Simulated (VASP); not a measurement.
# KTaO3: optical spectrum, part 3 of 3

Aim: the dielectric function of KTaO3 for independent particles, and its static limit with local fields. The cell has space group Pm-3m. The start is a cell from a database of measured crystal structures.

VASP 6.6.1, plane waves and PAW; the level of theory is named at each step.

So far, mean electronic dielectric tensor with local fields: step 4 (static response with local fields) 5.42.

## Step 5: Spectrum at LDA

This step: LDA; plane waves and PAW (Ta_pv, K_sv, O) (VASP 6.6.1).

The spectrum is made again with LDA.

The input, INCAR:

```
SYSTEM = KTaO3
PREC = Accurate
ENCUT = 520
EDIFF = 1E-07
NELM = 100
ISMEAR = 0
SIGMA = 0.05
LREAL = .FALSE.
ALGO = Normal
GGA = CA
NBANDS = 48
LASPH = .TRUE.
LWAVE = .FALSE.
LCHARG = .FALSE.
KPAR = 4
LOPTICS = .TRUE.
NEDOS = 2000
CSHIFT = 0.1
```

The input, POSCAR:

```
KTaO3
1.0
    3.9883000000      0.0000000000      0.0000000000
    0.0000000000      3.9883000000      0.0000000000
    0.0000000000      0.0000000000      3.9883000000
Ta K O
1 1 3
Direct
    0.0000000000      0.0000000000      0.0000000000
    0.5000000000      0.5000000000      0.5000000000
    0.0000000000      0.0000000000      0.5000000000
    0.0000000000      0.5000000000      0.0000000000
    0.5000000000      0.0000000000      0.0000000000
```

The input, KPOINTS:

```
Automatic mesh
0
Gamma
8 8 8
0 0 0
```

The projector-augmented-wave data sets are Ta_pv, K_sv and O (PBE family, release 64).

Command:

```bash
$ mpirun -np 4 vasp_std
```

Log:

```text
[banner, memory and clock lines left out]
running    4 mpi-ranks, on    1 nodes
 distrk:  each k-point on    1 cores,    4 groups
 distr:  one band on    1 cores,    1 groups

 POSCAR found type information on POSCAR TaK O
 POSCAR found :  3 types and       5 ions
|                                                                             |
|               ----> ADVICE to this user running VASP <----                  |
|                                                                             |
|     You enforced a specific xc type in the INCAR file but a different       |
|     [... a line on the potential file left out ...]
|     I HOPE YOU KNOW WHAT YOU ARE DOING!                                     |
|                                                                             |

 LDA part: xc-table for (Slater(with rela. corr.)+CA(PZ))
 , standard interpolation
 POSCAR, INCAR and KPOINTS ok, starting setup
 FFT: planning ... GRIDC
 FFT: planning ... GRID_SOFT
 FFT: planning ... GRID
 WAVECAR not read
 entering main loop
       N       E                     dE             d eps       ncg     rms          rms(c)
DAV:   1     0.320661962914E+03    0.32066E+03   -0.18059E+04  3360   0.793E+02
DAV:   2    -0.341203477886E+02   -0.35478E+03   -0.33039E+03  3768   0.268E+02
DAV:   3    -0.524765615520E+02   -0.18356E+02   -0.18103E+02  4432   0.595E+01
DAV:   4    -0.531537579585E+02   -0.67720E+00   -0.67481E+00  4704   0.684E+00
DAV:   5    -0.531584845699E+02   -0.47266E-02   -0.47265E-02  4008   0.606E-01    0.342E+01
DAV:   6    -0.455993421623E+02    0.75591E+01   -0.12276E+01  3624   0.215E+01    0.134E+01
DAV:   7    -0.452969642119E+02    0.30238E+00   -0.11585E+00  3744   0.506E+00    0.983E+00
DAV:   8    -0.452050703528E+02    0.91894E-01   -0.32812E-01  3688   0.320E+00    0.298E+00
DAV:   9    -0.451789384481E+02    0.26132E-01   -0.28922E-02  3728   0.109E+00    0.351E-01
DAV:  10    -0.451776410710E+02    0.12974E-02   -0.39948E-03  4072   0.325E-01    0.752E-02
DAV:  11    -0.451775864662E+02    0.54605E-04   -0.31652E-04  4080   0.919E-02    0.638E-02
DAV:  12    -0.451775752473E+02    0.11219E-04   -0.41965E-05  3760   0.392E-02    0.243E-02
DAV:  13    -0.451775750704E+02    0.17682E-06   -0.20477E-06  3856   0.726E-03    0.673E-03
DAV:  14    -0.451775749631E+02    0.10735E-06   -0.58348E-07  3920   0.361E-03    0.371E-03
DAV:  15    -0.451775749539E+02    0.91827E-08   -0.20060E-08  2216   0.843E-04
   1 F= -.45177575E+02 E0= -.45177575E+02  d E =-.386374E-12
 optical routines
 imaginary and real dielectric function
 recalculating local potential from charge density
 direction            1
 direction            2
 direction            3
```

Wall time 11 s (4 MPI ranks of Intel Xeon 6975P-C (Granite Rapids), shared host); peak memory 1.2 GiB; 43 s of CPU time.

From OUTCAR (step 5):

```text
   NELECT =      38.0000    total number of electrons

 E-fermi :   1.6549

 k-point     1 :       0.0000    0.0000    0.0000
  band No.  band energies     occupation
    ...
     15       0.3520      2.00000
     16       0.3520      2.00000
     17       0.8091      2.00000
     18       0.8091      2.00000
     19       0.8091      2.00000
     20       3.4572      0.00000
     21       3.4572      0.00000
     22       3.4572      0.00000
     23       7.8066      0.00000
     24       8.2111      0.00000
    ...

  Total       -1.6174994     -1.6174994     -1.6174994      0.0000000     -0.0000000      0.0000000
  in kB      -40.8499233    -40.8499233    -40.8499233      0.0000000     -0.0000000      0.0000000
  external PRESSURE =     -40.8499233 kB  Pullay stress =       0.0000000 kB

  FREE ENERGIE OF THE ION-ELECTRON SYSTEM (eV)
  ---------------------------------------------------
  free  energy   TOTEN  =       -45.1775749539 eV

  energy  without entropy=      -45.1775749539  energy(sigma->0) =      -45.17757495

 plasma frequency squared (from intraband transitions) (eV^2)
  --------------------------------------------------------------------------------------
       0.000       0.000      -0.000
       0.000       0.000       0.000
      -0.000       0.000       0.000

[... 9 parts as in an earlier step ...]

[... 8 further parts left out ...]
```

The PAW data sets were made with PBE, though LDA sets exist; this is a small mismatch.

This step gave:

| Quantity | Value |
| --- | --- |
| free energy (TOTEN) | -45.18 eV |
| Fermi energy | 1.655 eV |
| pressure | -4.085 GPa |
| gap on the k-mesh | 2.028 eV |
| least direct gap on the k-mesh | 2.648 eV |

The imaginary dielectric function, xx has structure finer than the step of the table below, so its rows give means over 1 eV, whole bins alone (the curve runs from 0 to 25.0 eV). Peaks (eV: height): 3.0: 2.95, 3.8: 8.94, 5.0: 9.20, 5.8: 7.24, 8.2: 3.47, 10.4: 5.42, 21.8: 3.68.

Absorption under the direct gap is the tail of the CSHIFT broadening, and fine structure depends on the mesh. Imaginary dielectric function, xx against photon energy; means over each step:

| photon energy (eV) | imaginary dielectric function, xx |
| --- | --- |
| 1 | 0.0412 |
| 2 | 0.187 |
| 3 | 2.07 |
| 4 | 5.31 |
| 5 | 5.61 |
| 6 | 4.87 |
| 7 | 1.02 |
| 8 | 2.30 |
| 9 | 4.16 |
| 10 | 4.52 |
| 11 | 2.89 |
| 12 | 2.11 |
| 13 | 2.26 |
| 14 | 1.93 |
| 15 | 1.38 |
| 16 | 1.28 |
| 17 | 1.30 |
| 18 | 1.21 |
| 19 | 1.56 |
| 20 | 2.47 |
| 21 | 2.69 |
| 22 | 2.92 |
| 23 | 1.20 |
| 24 | 0.921 |

Table of real dielectric function, xx by photon energy:

photon energy (eV), real dielectric function, xx and a bar from the least value:
```
        0        5.7 ########################
        1        5.9 #########################
        2        6.7 ###########################
        3        7.4 ##############################
        4        2.8 ##############
        5        3.6 #################
        6        0.0 ####
        7        1.9 ###########
        8        4.5 ####################
        9        3.1 ###############
       10        1.6 ##########
       11       -0.1 ###
       12        1.0 #######
       13        1.2 ########
       14        0.0 ####
       15        0.7 ######
       16        1.0 #######
       17        0.8 #######
       18        1.2 ########
       19        1.8 ##########
       20        1.1 ########
       21        1.3 ########
       22       -1.1 
       23       -0.5 ##
       24       -0.1 ####
```

## Step 6: What came out

```
PBE, independent particles : eps xx at zero frequency 5.46, centre of weight of eps2 xx, over the range kept, at 11.70 eV, mesh 8×8×8
LDA, independent particles : eps xx at zero frequency 5.70, centre of weight of eps2 xx, over the range kept, at 11.50 eV, mesh 8×8×8
PBE, with local fields     : eps 5.42, 5.42, 5.42
```

**Reading.** Local fields, and the bands above those summed, take the mean static value from 5.46 to 5.42. Excitons and quasiparticle shifts are absent, so the onset can't be set against measurement and its shape can differ. Spin-orbit coupling is left out; with Ta in the cell it can split or shift band edges, by an amount that depends on which atoms form them and isn't tested here. The given cell is kept, although it stands at +6.1 GPa at PBE and ENCUT = 520 eV, which holds the mismatch of the given cell with this functional and any basis-set error.

[Lines on the potential files, build, host, timing and source positions are cut from VASP's logs without a mark.]

[Logs are printed without paths, hosts, clocks, repeated set-up lines and the standing remarks that a program may print on its own settings, such as how far it seeks lower states.]

[Hosts, paths, dates, database ids (printed as entryN), source tags and the programs' standing remarks are cut or masked in the printed files.]
